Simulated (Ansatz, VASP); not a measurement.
# SnO2 (Cassiterite) in two plane-wave programs

One calculation is typed for both programs; each brings its own data sets. How far apart do they land? The cell is taken from a series of runs on this material, whose earlier steps may have relaxed, scaled, displaced or heated it; both programs get it as it stands.

Method: plane waves, with VASP 6.6.1 beside it; single point at PBE, in Ansatz 0.2.0.

## (1) Set-up

The structure is tetragonal, space group P4_2/mnm (No. 136). The conventional cell has a = 4.738 Å, b = 4.738 Å, c = 3.187 Å, α = 90.00°, β = 90.00°, γ = 90.00°. Nearest to Sn lie 6 O at 2.05 to 2.06 Å. Nearest to O lie 3 Sn at 2.05 to 2.06 Å. Farther neighbours and most contacts between anions are not listed.

## (2) VASP: single point, PBE

A single point gives forces, pressure and levels at one fixed geometry, so differences don't come from the geometry; what else differs is listed under the comparison.

Lines of VASP's logs that name or quote its potential files are left out, and so is its time.

File INCAR:

```
SYSTEM = SnO2
PREC = Accurate
ENCUT = 520
EDIFF = 1E-06
NELM = 120
ISMEAR = 0
SIGMA = 0.01
LREAL = .FALSE.
ALGO = Normal
GGA = PE
NBANDS = 32
LORBIT = 11
LWAVE = .FALSE.
LCHARG = .FALSE.
ISIF = 2
LASPH = .TRUE.
GGA_COMPAT = .FALSE.
EFERMI = MIDGAP
KPAR = 2
```

File POSCAR:

```
SnO2
1.0
    4.7380000000      0.0000000000      0.0000000000
    0.0000000000      4.7380000000      0.0000000000
    0.0000000000      0.0000000000      3.1865000000
Sn O
2 4
Direct
    0.5000000000      0.5000000000      0.5000000000
    0.0000000000      0.0000000000      0.0000000000
    0.8052911225      0.1947088775      0.5000000000
    0.6947088775      0.6947088775      0.0000000000
    0.1947088775      0.8052911225      0.5000000000
    0.3052911225      0.3052911225      0.0000000000
```

File KPOINTS:

```
Automatic mesh
0
Gamma
9 9 14
0 0 0
```

The projector-augmented-wave data sets are Sn_d and O (PBE family, release 64).

Run with:

```sh
mpirun -np 2 vasp_std
```

Numbers of over 12 decimals in the logs are rounded to 6 here.

The program printed:

```text
[banner, memory and clock lines left out]
running    2 mpi-ranks, on    1 nodes
 distrk:  each k-point on    1 cores,    2 groups
 distr:  one band on    1 cores,    1 groups

 POSCAR found type information on POSCAR SnO
 POSCAR found :  2 types and       6 ions
 LDA part: xc-table for (Slater+PW92), standard interpolation
 POSCAR, INCAR and KPOINTS ok, starting setup
 FFT: planning ... GRIDC
 FFT: planning ... GRID_SOFT
 FFT: planning ... GRID
 WAVECAR not read
 entering main loop
       N       E                     dE             d eps       ncg     rms          rms(c)
DAV:   1     0.634359271135E+03    0.63436E+03   -0.26418E+04  8520   0.254E+03
DAV:   2     0.507835566478E+02   -0.58358E+03   -0.55951E+03  8648   0.674E+02
DAV:   3    -0.389378876223E+02   -0.89721E+02   -0.88627E+02  8768   0.219E+02
DAV:   4    -0.432804224884E+02   -0.43425E+01   -0.43260E+01  9240   0.534E+01
DAV:   5    -0.434135622303E+02   -0.13314E+00   -0.13310E+00  9520   0.950E+00    0.161E+01
DAV:   6    -0.370673660973E+02    0.63462E+01   -0.22754E+01 12640   0.699E+01    0.603E+00
DAV:   7    -0.371947043299E+02   -0.12734E+00   -0.21511E+00  8920   0.850E+00    0.328E+00
DAV:   8    -0.371770228927E+02    0.17681E-01   -0.24257E-01 11008   0.526E+00    0.738E-01
DAV:   9    -0.371658458413E+02    0.11177E-01   -0.64122E-02 12248   0.385E+00    0.141E-01
DAV:  10    -0.371664671072E+02   -0.62127E-03   -0.47105E-03 10192   0.578E-01    0.526E-02
DAV:  11    -0.371665934780E+02   -0.12637E-03   -0.25420E-04 10584   0.134E-01    0.154E-02
DAV:  12    -0.371665958307E+02   -0.23527E-05   -0.21334E-05 11112   0.454E-02    0.116E-02
DAV:  13    -0.371665930558E+02    0.27749E-05   -0.10889E-05  9936   0.475E-02    0.184E-03
DAV:  14    -0.371665928083E+02    0.24758E-06   -0.11337E-06  5880   0.958E-03
   1 F= -.37166593E+02 E0= -.37166593E+02  d E =0.000000E+00
```

OUTCAR, selected parts (step 2):

```text
ion  position               nearest neighbor table
   1  0.500  0.500  0.500-   3 2.05   5 2.05   4 2.06   6 2.06   4 2.06   6 2.06   2 3.71   2 3.71
                             2 3.71   2 3.71   2 3.71   2 3.71   2 3.71   2 3.71
   2  0.000  0.000  0.000-   4 2.05   6 2.05   5 2.06   3 2.06   3 2.06   5 2.06   1 3.71   1 3.71
                             1 3.71   1 3.71   1 3.71   1 3.71   1 3.71   1 3.71
   3  0.805  0.195  0.500-   1 2.05   2 2.06   2 2.06
   4  0.695  0.695  0.000-   2 2.05   1 2.06   1 2.06
   5  0.195  0.805  0.500-   1 2.05   2 2.06   2 2.06
   6  0.305  0.305  0.000-   2 2.05   1 2.06   1 2.06

  LATTYP: Found a simple tetragonal cell.
 ALAT       =     4.7380000000
 C/A-ratio  =     0.6725411566

 Subroutine GETGRP returns: Found 16 space group operations
 (whereof  8 operations were pure point group operations)

The static configuration has the point symmetry D_2h.
 The point group associated with its full space group is D_4h.

 Found    120 irreducible k-points:

   k-points           NKPTS =    120   k-points in BZ     NKDIM =    120   number of bands    NBANDS=     32

   dimension x,y,z NGX =    36 NGY =   36 NGZ =   24
   dimension x,y,z NGXF=    72 NGYF=   72 NGZF=   48

   ENCUT  =  520.0 eV  38.22 Ry    6.18 a.u.   8.81  8.81  5.92*2*pi/ulx,y,z

   NELECT =      52.0000    total number of electrons

 k-points in reciprocal lattice and weights: Automatic mesh
   0.00000000  0.00000000  0.00000000       0.001
   0.11111111  0.00000000  0.00000000       0.004
   0.22222222  0.00000000  0.00000000       0.004
   0.33333333  0.00000000  0.00000000       0.004
   0.44444444  0.00000000  0.00000000       0.004
   0.11111111  0.11111111  0.00000000       0.004
   0.22222222  0.11111111  0.00000000       0.007
   0.33333333  0.11111111  0.00000000       0.007
   0.44444444  0.11111111  0.00000000       0.007
[...]
0.44444444  0.33333333  0.50000000       0.007
   0.44444444  0.44444444  0.50000000       0.004

 average (electrostatic) potential at core
       1 -99.2993       2 -99.2993       3 -67.8005       4 -67.8005       5 -67.8005
       6 -67.8005

 E-fermi :   6.7666

 k-point     1 :       0.0000    0.0000    0.0000
  band No.  band energies     occupation
    ...
     22       4.9089      2.00000
     23       4.9089      2.00000
     24       5.3619      2.00000
     25       5.3619      2.00000
     26       6.1501      2.00000
     27       7.3830      0.00000
     28      12.3612      0.00000
     29      12.4732      0.00000
     30      12.4732      0.00000
     31      16.5722      0.00000
    ...

 k-point     2 :       0.1111    0.0000    0.0000
  band No.  band energies     occupation
    ...
     22       4.9121      2.00000
     23       4.9218      2.00000
     24       5.0847      2.00000
     25       5.3711      2.00000
     26       6.0858      2.00000
     27       7.7295      0.00000
     28      12.2080      0.00000
     29      12.5293      0.00000
     30      12.6381      0.00000
     31      16.6999      0.00000
    ...

 k-point     3 :       0.2222    0.0000    0.0000
  band No.  band energies     occupation
    ...
     22       4.5585      2.00000
     23       4.9211      2.00000
     24       4.9442      2.00000
     25       5.3968      2.00000
     26       5.9144      2.00000
     27       8.4752      0.00000
     28      11.9484      0.00000
     29      12.7014      0.00000
     30      12.8865      0.00000
     31      16.9716      0.00000
    ...

  Total        4.7214190      4.7214190      5.8308457      0.0000000      0.0000000      0.0000000
  in kB      105.7496868    105.7496868    130.5984716      0.0000000      0.0000000      0.0000000
  external PRESSURE =     114.0326151 kB  Pullay stress =       0.0000000 kB

  energy-cutoff  :      520.00
  volume of cell :       71.53
      direct lattice vectors                 reciprocal lattice vectors
     4.738000000  0.000000000  0.000000000     0.211059519  0.000000000  0.000000000
     0.000000000  4.738000000  0.000000000     0.000000000  0.211059519  0.000000000
     0.000000000  0.000000000  3.186500000     0.000000000  0.000000000  0.313823945

 POSITION                                       TOTAL-FORCE (eV/Angst)
 -----------------------------------------------------------------------------------
      2.36900      2.36900      1.59325         0.000000     -0.000000      0.000000
      0.00000      0.00000      0.00000         0.000000     -0.000000      0.000000
      3.81547      0.92253      1.59325         0.001431     -0.001431      0.000000
      3.29153      3.29153      0.00000        -0.001431     -0.001431      0.000000
      0.92253      3.81547      1.59325        -0.001431      0.001431     -0.000000
      1.44647      1.44647      0.00000         0.001431      0.001431     -0.000000
 -----------------------------------------------------------------------------------
    total drift:                                0.000000      0.000000      0.000000

  FREE ENERGIE OF THE ION-ELECTRON SYSTEM (eV)
  ---------------------------------------------------
  free  energy   TOTEN  =       -37.1665928083 eV

  energy  without entropy=      -37.1665928083  energy(sigma->0) =      -37.16659281

 total charge
# of ion       s       p       d       tot
------------------------------------------
    1        0.880   1.100  10.387  12.367
    2        0.880   1.100  10.387  12.367
    3        1.561   3.519   0.000   5.080
    4        1.561   3.519   0.000   5.080
    5        1.561   3.519   0.000   5.080
    6        1.561   3.519   0.000   5.080
--------------------------------------------------
tot          8.003  16.277  20.774  45.054

[... 3 further parts left out ...]
```

The run ends at a pressure of 11.40 GPa, with forces up to 0.0020 eV/Å.

## (3) Ansatz: single point, PBE

Ansatz runs on its default PAW (the set named soft_2) files.

The same cell, functional and mesh now go to Ansatz, which takes its cutoff from its data sets.

File input.yaml:

```yaml
crystal:
  lattice:
    - [4.738, 0.0, 0.0]
    - [0.0, 4.738, 0.0]
    - [0.0, 0.0, 3.1865]
  atoms:
    - { symbol: Sn, position: [0.5, 0.5, 0.5] }
    - { symbol: Sn, position: [0.0, 0.0, 0.0] }
    - { symbol: O, position: [0.8052911225, 0.1947088775, 0.5] }
    - { symbol: O, position: [0.6947088775, 0.6947088775, 0.0] }
    - { symbol: O, position: [0.1947088775, 0.8052911225, 0.5] }
    - { symbol: O, position: [0.3052911225, 0.3052911225, 0.0] }
kpoints:
  mp_grid: { grid: [9, 9, 14] }
scf:
  occupations: { method: fixed }
hamiltonian:
  xc: pbe
  pseudopotentials: { kind: paw, frozen_core: stored }
output:
  forces: false
  stress: false
  efg: { quadrupole_moments_barn: { O: -0.02558 } }
  write_density: true
  write_potential: true
  elf: true
  volumetric_format: npy
```

Run with:

```sh
ansatz run input.yaml --threads 4 --pin off --max-ram 8192MiB --backend cpu --events-out ev --progress --plain --runs-dir out
```

The program printed:

```text
Sn: output.efg is read without spin–orbit coupling, which moves field gradients at and beside such atoms by some per cent and up to a factor of two; PAW files take it under magnetization.noncollinear and magnetization.spin_orbit
Engine: ansatz 0.2.0, aarch64-unknown-linux-gnu
Pseudopotentials: kind: paw
Pseudopotential: Sn, paw, valence charge 14, recommended cutoff 420 eV (normal), Sn.paw.azcp
Pseudopotential: O, paw, valence charge 6, recommended cutoff 420 eV (normal), O.paw.azcp
Functional definition: PBE
  parameter kappa = 0.804
  parameter beta = 0.066725
  exchange = pbe_x(kappa = kappa, mu = beta*pi^2/3)
  correlation = pbe_c(beta = beta)
Crystal: 6 atoms, lattice volume = 71.533 Å³
Basis set: ecut = 420 eV, 1411 PW (Γ)
Bands: 32, of which v1, the nominal top of the filled ones, is band 26 counted from 1 (25 counted from 0)
Symmetry: 16 space group operations
Space group: P42/mnm (ITA 136), of the structure as read, at distance tolerance 4.2e-5 Å
k-points: 120 of 1134
Non-local potential: Sn, projectors of the file, l = 0: 2, l = 1: 2, l = 2: 2, l = 3: 2
Non-local potential: O, projectors of the file, l = 0: 2, l = 1: 2, l = 2: 1
PAW form: soft (Blöchl's): semilocal exchange-correlation on the pseudo side does not see the compensation charge
PAW one-centre angular grid: Sn, 590 points (default); XC on 64 Gauss nodes
PAW one-centre angular grid: O, 110 points (default); XC on 64 Gauss nodes
Initial density: superposition of atomic densities (neutral atoms: chi_scale 0, normalization atom), corrected by the library's trained network
Initial wavefunctions: pseudopotential atomic-orbital guess
Functional: x = pbe(κ = 0.804, μ = 0.219515), c = pbe(β = 0.066725)
SCF iter   1: F=—  HF=-14317.843378 eV  |F-HF|=—  |Δ(HF+E_count)|=         —  Δρ=1.10e-3  dr2=3.05e-4  ethr=1.77e-3  ⟨swp⟩=4.4  Hψ=14480  notcnv=0  defer=478
preconditioner: auto → Resta (q_TF=auto, 2.587 Å⁻¹)  ε∞=3.6  [insulator: Δε(μ)=1.242 eV  Ē_g=19.759 eV  n_scr=18 (ndim 8)  ℏωp=31.7 eV  f_vac=0.026  ε∞_Penn≈3.6]
SCF iter   2: F=—  HF=-14317.845540 eV  |F-HF|=—  |Δ(HF+E_count)|=   2.16e-3  Δρ=5.86e-4  dr2=7.80e-5  ethr=5.87e-7  ⟨swp⟩=2.7  Hψ=8448  notcnv=0  defer=480
SCF iter   3: F=—  HF=-14317.845830 eV  |F-HF|=—  |Δ(HF+E_count)|=   2.90e-4  Δρ=2.08e-4  dr2=1.93e-5  ethr=1.50e-7  ⟨swp⟩=2.6  Hψ=6252  notcnv=0  defer=478
SCF iter   4: F=—  HF=-14317.845854 eV  |F-HF|=—  |Δ(HF+E_count)|=   2.42e-5  Δρ=4.29e-5  dr2=7.52e-7  ethr=3.71e-8  ⟨swp⟩=2.0  Hψ=5071  notcnv=0  defer=480
iter 5 did not close the SCF: its close was put off for the readings that it lacked (scf_convergence_deferred on its scf_iter line)
SCF iter   5: F=-14317.845855 eV  HF=-14317.845855 eV  |F-HF|=1.84e-7  |Δ(HF+E_count)|=   1.17e-6  Δρ=1.38e-5  dr2=7.56e-8  ethr=1.45e-9  ⟨swp⟩=2.0  Hψ=6368  notcnv=0  defer=480
SCF iter   6: F=-14317.845855 eV  HF=-14317.845855 eV  |F-HF|=6.80e-9  |Δ(HF+E_count)|=   1.97e-7  Δρ=3.31e-6  dr2=4.31e-9  ethr=1.45e-10  ⟨swp⟩=6.8  Hψ=16404  notcnv=0
SCF 1 converged in 6 iterations: F = -14317.845855 eV  dr2 = 4.31e-9
  greatest PAW one-centre occupation: 0.996 electrons in one spin orbital (limit 2), on the Sn atom at site 0 (counted from 0), in its partial waves of l = 2
SCF converged after 6 iterations
Free energy (F): -14317.845855 eV
Harris-Foulkes:  -14317.845855 eV  (|F-HF|=6.80e-9)
Internal energy: -14317.845855 eV  (E = F + TS)
E sigma→0 (E₀):  -14317.845855 eV
Fermi energy:    9.533437 eV
--- Per-component energies (eV) ---
  E_band       = -114.621557
  E_kinetic    = 1085.074949
  E_local      = -2855.258494  (includes V_loc(G=0)·N_el)
  E_nonlocal   = 134.873879
  E_hartree    = 1488.299582
  E_xc         = -1054.901888
  E_vxc        = -563.994413  (∫ρ·V_xc dr)
  E_paw        = -8930.409940  (= ΣΔE_a)
  E_vpaw       = -891.926844  (= ΣTr[D̂ρ^β])
  E_aug_tail   = 0.010015  (compensation charges beyond the density's cutoff)
  E_ewald      = -4185.533958
  E_smearing   = -0.000000  (= −TS)
  E_closure    = 0.000000  (closes the sum)
  Σ components = -14317.845855   (vs F -14317.845855, Δ=0.00e0)
--- PAW observables at the nuclei: V_zz in 10²¹ V/m², potentials from the cell's mean, atoms counted from 1 ---
  atom   1  Sn V_zz =    +5.220791   η = 0.6216   by run symmetry: allowed
            electrostatic potential = -8174.625238 V   contact ρ = none
  atom   2  Sn V_zz =    +5.220791   η = 0.6216   by run symmetry: allowed
            electrostatic potential = -8174.625238 V   contact ρ = none
  atom   3  O  V_zz =   -10.872317   η = 0.1477   by run symmetry: allowed   C_q = +6.7248 MHz
            electrostatic potential = -627.287290 V   contact ρ = none
  atom   4  O  V_zz =   -10.872317   η = 0.1477   by run symmetry: allowed   C_q = +6.7248 MHz
            electrostatic potential = -627.287290 V   contact ρ = none
  atom   5  O  V_zz =   -10.872317   η = 0.1477   by run symmetry: allowed   C_q = +6.7248 MHz
            electrostatic potential = -627.287290 V   contact ρ = none
  atom   6  O  V_zz =   -10.872317   η = 0.1477   by run symmetry: allowed   C_q = +6.7248 MHz
            electrostatic potential = -627.287290 V   contact ρ = none
--- Band table (eV; the first three rows and the last of 120) ---
  k-point 0: bands = [... 22 lower, 8.2984, 8.7514, 8.7514, 9.5334, 10.7760, 15.7606, 15.8765, 15.8765, ... 2 higher]
  k-point 1: bands = [... 22 lower, 8.0843, 8.7770, 8.7770, 9.4901, 11.1455, 15.8717, 16.1027, 16.1027, ... 2 higher]
  k-point 2: bands = [... 22 lower, 7.5893, 8.7785, 8.7785, 9.3624, 11.9569, 16.1434, 16.7054, 16.7054, ... 2 higher]
  k-point 119: bands = [... 22 lower, 8.5539, 8.5652, 8.6697, 8.6850, 14.4186, 14.4398, 18.4129, 18.5477, ... 2 higher]
```

## (4) Comparison

Known differences besides the potentials themselves: fixed occupations in Ansatz, narrow Gaussian smearing in VASP; the cutoff is 420 eV in Ansatz and 520 eV in VASP. Total energies have different zeros and are not compared.

Compared:

```tsv
quantity	Ansatz	VASP	difference
gap on the k mesh (eV)	1.243	1.233	+0.010
```

A gap on the mesh is an upper bound, since the band edges may lie between its points.

## (5) Outcome

```
difference in gap on the k mesh (single point, PBE) : 0.0096 eV
```

In words: The difference in gap on the k mesh is 0.0096 eV (single point, PBE), within the 0.08 eV picked in this series as the mark of a large difference. Such differences can come from data sets, numerical settings and the points named under the comparisons, not from the functional's error against experiment.

[Lines on the potential files, build, host, timing and source positions are cut from VASP's logs without a mark.]

[Logs are printed without paths, hosts, clocks, repeated set-up lines and the standing remarks that a program may print on its own settings, such as how far it seeks lower states.]

[Hosts, paths, dates, database ids (printed as entryN), source tags and the programs' standing remarks are cut or masked in the printed files.]
